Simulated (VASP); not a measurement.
```
CELL_PARAMETERS angstrom
      0.00000     2.27550     2.27550
      2.27550     0.00000     2.27550
      2.27550     2.27550     0.00000
ATOMIC_POSITIONS crystal
  Nb 0.00000 0.00000 0.00000
  N  0.50000 0.50000 0.50000
```

Computed with PBE GGA, VASP's PBE PAW potentials (set 64) (plane waves; VASP). Numerical set-up: 600 eV cut-off, 14×14×14 Γ-centred mesh, first-order Methfessel-Paxton smearing of 0.10 eV, potentials Nb_sv N.

Q: Estimate the energy per atom (σ→0), pressure, band gap (on the k-mesh) with the smallest direct gap where there is one.

A: 
| Property | Result |
|---|---|
| band gap (on the k-mesh) | none (metal, semimetal or under 0.01 eV) |
| energy per atom (σ→0) | -10.193 eV/atom |
| pressure | -22.52 GPa |

The absolute energy has meaning only against runs of the same code, potentials and settings.

The compound is NbN in the rock salt structure, the cubic δ form, which competes with hexagonal ones. This cell was strained or had an atom moved on purpose. VASP warned that the highest band is occupied, so more bands are needed.
